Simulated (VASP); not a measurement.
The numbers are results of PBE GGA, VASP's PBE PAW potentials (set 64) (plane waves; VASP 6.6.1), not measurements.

VASP ran on this input.

INCAR:
```
SYSTEM = ZnS
PREC = Accurate
ENCUT = 530
EDIFF = 1E-7
NELM = 100
ALGO = Normal
LREAL = .FALSE.
LASPH = .TRUE.
ISMEAR = 0
SIGMA = 0.05
GGA = PE
LMAXMIX = 4
LWAVE = .FALSE.
LCHARG = .FALSE.
IBRION = 6
ISIF = 3
NFREE = 2
POTIM = 0.015
NSW = 1
```

**POSCAR**
```
ZnS
1
    1.9224926603    -3.3298549215     0.0000000000
    1.9224926603     3.3298549215     0.0000000000
    0.0000000000     0.0000000000     6.2991473197
Zn S
2 2
Direct
  0.6666670000   0.3333330000   0.5001177716
  0.3333330000   0.6666670000   0.0001177716
  0.6666670000   0.3333330000   0.8748822284
  0.3333330000   0.6666670000   0.3748822284
```

KPOINTS:
```
Automatic mesh
0
gamma
  6 6 3
0 0 0
```

POTCAR, in this order: Zn S (PBE.64 set). Program: vasp_std.

What VASP printed:

### OUTCAR
```


   1 f  =    9.681090 THz    60.828081 2PiTHz  322.926394 cm-1    40.037752 meV

   2 f  =    8.090774 THz    50.835835 2PiTHz  269.879183 cm-1    33.460739 meV

   3 f  =    8.090774 THz    50.835834 2PiTHz  269.879180 cm-1    33.460739 meV

   4 f  =    7.935868 THz    49.862530 2PiTHz  264.712069 cm-1    32.820099 meV

   5 f  =    7.935868 THz    49.862530 2PiTHz  264.712065 cm-1    32.820098 meV

   6 f  =    7.763392 THz    48.778833 2PiTHz  258.958894 cm-1    32.106796 meV

   7 f  =    5.666028 THz    35.600703 2PiTHz  188.998346 cm-1    23.432798 meV

   8 f  =    2.133603 THz    13.405825 2PiTHz   71.169344 cm-1     8.823870 meV

   9 f  =    2.133603 THz    13.405824 2PiTHz   71.169343 cm-1     8.823870 meV

  10 f/i=    0.001006 THz     0.006322 2PiTHz    0.033561 cm-1     0.004161 meV

  11 f/i=    0.005111 THz     0.032116 2PiTHz    0.170497 cm-1     0.021139 meV

  12 f/i=    0.005111 THz     0.032116 2PiTHz    0.170497 cm-1     0.021139 meV

 ELASTIC MODULI CONTR FROM IONIC RELAXATION (kBar)
 Direction    XX          YY          ZZ          XY          YZ          ZX
 --------------------------------------------------------------------------------
 XX        -263.3584    124.8488    126.5900     -0.0000     -0.0000      0.0000
 YY         124.8488   -263.3584    126.5900      0.0000      0.0000     -0.0000
 ZZ         126.5900    126.5900   -231.3922     -0.0000     -0.0000     -0.0000
 XY          -0.0000      0.0000     -0.0000   -194.1036      0.0000      0.0000
 YZ          -0.0000      0.0000     -0.0000      0.0000    -71.4199     -0.0000
 ZX           0.0000     -0.0000     -0.0000      0.0000     -0.0000    -71.4196
 --------------------------------------------------------------------------------

 TOTAL ELASTIC MODULI (kBar)
 Direction    XX          YY          ZZ          XY          YZ          ZX
 --------------------------------------------------------------------------------
 XX        1158.1217    518.4278    390.1714     -0.0000     -0.0000      0.0000
 YY         518.4278   1158.1216    390.1714      0.0000      0.0000     -0.0000
 ZZ         390.1714    390.1714   1368.5957     -0.0000     -0.0000     -0.0000
 XY          -0.0000      0.0000     -0.0000    319.8469      0.0000      0.0000
 YZ          -0.0000      0.0000     -0.0000      0.0000    275.4232     -0.0000
 ZX           0.0000     -0.0000     -0.0000      0.0000     -0.0000    275.4234
 --------------------------------------------------------------------------------
```
(Selected blocks of OUTCAR.)

The compound is ZnS in the wurtzite structure, the high-temperature form. It was relaxed first.
